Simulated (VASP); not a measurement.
```
Ba
1.0
   -2.44233     2.44233     2.44233
    2.44233    -2.44233     2.44233
    2.44233     2.44233    -2.44233
Ba
1
Cartesian
  0.00000   0.00000   0.00000
```

Method: vdW-DF-cx, VASP's PBE PAW potentials (set 64) (plane waves; VASP). Settings: 520 eV cut-off, Gaussian smearing of 0.050 eV, potentials Ba_sv.

Unless said otherwise, spin-orbit coupling is left out, though it shifts the bands of the heavy elements here.

Task: What does the run give for the band gap (along the path) with the smallest direct gap where there is one?

Result: 
| Item | Result |
|---|---|
| band gap (along the path) | none (metal, semimetal or under 0.01 eV) |

The compound is Ba in the bcc structure. It was relaxed first, which changed the volume by -8 %.
